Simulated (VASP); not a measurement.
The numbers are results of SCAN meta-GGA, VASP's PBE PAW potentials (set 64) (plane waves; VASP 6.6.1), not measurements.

The input files of a VASP run:

INCAR:
```
SYSTEM=ZrC
PREC=Accurate; ENCUT=520; LREAL=.FALSE.
LASPH=.TRUE.
EDIFF=1E-6; NELM=100; ALGO=Normal
LMAXMIX=4; LMIXTAU=.TRUE.
ISMEAR=1; SIGMA=0.1
METAGGA=SCAN
IBRION=2; NSW=60; ISIF=3
EDIFFG=-0.01
LWAVE=.FALSE.; LCHARG=.FALSE.
```

### POSCAR
```
ZrC
1
    0.0000000000     2.3500000000     2.3500000000
    2.3500000000     0.0000000000     2.3500000000
    2.3500000000     2.3500000000     0.0000000000
Zr C
1 1
Direct
  0.0000000000   0.0000000000   0.0000000000
  0.5000000000   0.5000000000   0.5000000000
```

**KPOINTS**
```
Automatic mesh
0
Gamma
12 12 12
0 0 0
```

POTCAR, in this order: Zr_sv C (PBE.64 set). Program: vasp_std.

The resulting files:

### OSZICAR
```
       N       E                     dE             d eps       ncg     rms          rms(c)
DAV:   1     0.859454953565E+02    0.85945E+02   -0.91986E+03  1728   0.138E+03
DAV:   2    -0.460873272597E+02   -0.13203E+03   -0.12432E+03  2028   0.346E+02
DAV:   3    -0.526713885696E+02   -0.65841E+01   -0.64253E+01  2704   0.675E+01
DAV:   4    -0.528878698604E+02   -0.21648E+00   -0.21625E+00  2236   0.116E+01
DAV:   5    -0.528937505349E+02   -0.58807E-02   -0.58798E-02  2552   0.150E+00    0.229E+01
DAV:   6    -0.417881071157E+02    0.11106E+02   -0.11051E+01  2008   0.298E+01    0.856E+00
DAV:   7    -0.428877601641E+02   -0.10997E+01   -0.35552E+00  2248   0.119E+01    0.388E+00
DAV:   8    -0.427305222077E+02    0.15724E+00   -0.36914E-01  1952   0.702E+00    0.206E+00
DAV:   9    -0.427259980795E+02    0.45241E-02   -0.19439E-01  1940   0.474E+00    0.724E-01
DAV:  10    -0.427843372161E+02   -0.58339E-01   -0.13979E-01  1912   0.337E+00    0.292E-01
DAV:  11    -0.427867316456E+02   -0.23944E-02   -0.46928E-02  2160   0.283E+00    0.112E-01
DAV:  12    -0.427878242319E+02   -0.10926E-02   -0.25537E-02  1868   0.227E+00    0.787E-02
DAV:  13    -0.427882230334E+02   -0.39880E-03   -0.18100E-03  2360   0.382E-01    0.803E-02
DAV:  14    -0.427872699568E+02    0.95308E-03   -0.33723E-04  1864   0.258E-01    0.680E-02
DAV:  15    -0.427876029732E+02   -0.33302E-03   -0.17247E-03  2216   0.371E-01    0.849E-02
DAV:  16    -0.427875377566E+02    0.65217E-04   -0.12250E-04  2120   0.124E-01    0.585E-02
DAV:  17    -0.427875373573E+02    0.39930E-06   -0.18880E-05  2296   0.544E-02    0.382E-02
DAV:  18    -0.427875438697E+02   -0.65124E-05   -0.63381E-06  1928   0.322E-02    0.219E-02
DAV:  19    -0.427875531047E+02   -0.92350E-05   -0.30660E-06  1980   0.208E-02    0.140E-02
DAV:  20    -0.427875545177E+02   -0.14130E-05   -0.10568E-06  1060   0.144E-02    0.754E-03
DAV:  21    -0.427875549624E+02   -0.44470E-06   -0.68240E-07   896   0.118E-02
   1 F= -.42787555E+02 E0= -.42787516E+02  d E =-.427876E+02
       N       E                     dE             d eps       ncg     rms          rms(c)
DAV:   1    -0.427966621253E+02   -0.91076E-02   -0.41674E-01  1760   0.784E+00    0.129E+00
DAV:   2    -0.427879124695E+02    0.87497E-02   -0.29475E-02  1744   0.218E+00    0.402E-01
DAV:   3    -0.427865142242E+02    0.13982E-02   -0.11780E-02  2080   0.110E+00    0.151E-01
DAV:   4    -0.427866373478E+02   -0.12312E-03   -0.15267E-03  1992   0.428E-01    0.749E-02
DAV:   5    -0.427868551410E+02   -0.21779E-03   -0.40814E-04  2612   0.149E-01    0.535E-02
DAV:   6    -0.427869711056E+02   -0.11596E-03   -0.19866E-04  1892   0.180E-01    0.268E-02
DAV:   7    -0.427869256427E+02    0.45463E-04   -0.27301E-04  2372   0.154E-01    0.115E-02
DAV:   8    -0.427869221931E+02    0.34496E-05   -0.12142E-05  1944   0.351E-02    0.892E-03
DAV:   9    -0.427869209312E+02    0.12619E-05   -0.62056E-07  1036   0.598E-03    0.746E-03
DAV:  10    -0.427869175715E+02    0.33597E-05   -0.47285E-06  2284   0.152E-02    0.234E-03
DAV:  11    -0.427869174783E+02    0.93179E-07   -0.15271E-07   880   0.540E-03
   2 F= -.42786917E+02 E0= -.42786878E+02  d E =0.637484E-03
       N       E                     dE             d eps       ncg     rms          rms(c)
DAV:   1    -0.427918731146E+02   -0.49555E-02   -0.16892E-01  1756   0.497E+00    0.831E-01
DAV:   2    -0.427883130144E+02    0.35601E-02   -0.11429E-02  1740   0.138E+00    0.254E-01
DAV:   3    -0.427876888588E+02    0.62416E-03   -0.46789E-03  2092   0.711E-01    0.101E-01
DAV:   4    -0.427877827433E+02   -0.93885E-04   -0.58879E-04  1972   0.271E-01    0.499E-02
DAV:   5    -0.427878525890E+02   -0.69846E-04   -0.13921E-04  2592   0.897E-02    0.346E-02
DAV:   6    -0.427879038774E+02   -0.51288E-04   -0.70561E-05  1868   0.105E-01    0.158E-02
DAV:   7    -0.427878760809E+02    0.27796E-04   -0.88772E-05  2248   0.857E-02    0.686E-03
DAV:   8    -0.427878760667E+02    0.14216E-07   -0.53415E-06  1720   0.233E-02
   3 F= -.42787876E+02 E0= -.42787837E+02  d E =-.321104E-03
```

File OUTCAR:
```
------------------------ aborting loop because EDIFF is reached ----------------------------------------
  FORCE on cell =-STRESS in cart. coord.  units (eV):
  Direction    XX          YY          ZZ          XY          YZ          ZX
  --------------------------------------------------------------------------------------
  Total        0.0080419      0.0080419      0.0080419     -0.0000000      0.0000000      0.0000000
  in kB        0.4943709      0.4943709      0.4943709     -0.0000000      0.0000000      0.0000000
  external PRESSURE =       0.4943709 kB  Pullay stress =       0.0000000 kB
  volume of cell :       26.06
      direct lattice vectors                 reciprocal lattice vectors
     0.000000000  2.353213531  2.353213531    -0.212475406  0.212475406  0.212475406
     2.353213531  0.000000000  2.353213531     0.212475406 -0.212475406  0.212475406
     2.353213531  2.353213531 -0.000000000     0.212475406  0.212475406 -0.212475406
 POSITION                                       TOTAL-FORCE (eV/Angst)
 -----------------------------------------------------------------------------------
      0.00000      0.00000      0.00000        -0.000000      0.000000      0.000000
      2.35321      2.35321      2.35321         0.000000     -0.000000     -0.000000
 -----------------------------------------------------------------------------------
    total drift:                                0.000000      0.000000      0.000000
  FREE ENERGIE OF THE ION-ELECTRON SYSTEM (eV)
  ---------------------------------------------------
  free  energy   TOTEN  =       -42.7878760667 eV

  energy  without entropy=      -42.7877587685  energy(sigma->0) =      -42.78783697

 reached required accuracy - stopping structural energy minimisation
```
(Selected blocks of OUTCAR.)

CONTCAR:
```
ZrC
   1.00000000000000
     0.0000000000000000    2.3532135309254283    2.3532135309254283
     2.3532135309254283    0.0000000000000000    2.3532135309254283
     2.3532135309254283    2.3532135309254283   -0.0000000000000000
  Zr              C
     1     1
Direct
     0.0000000000000000    0.0000000000000000    0.0000000000000000
     0.5000000000000000    0.5000000000000000    0.5000000000000000
```

The compound is ZrC in the rock salt structure. This run relaxes it. Symmetry was kept, so distortions that lower it aren't found.
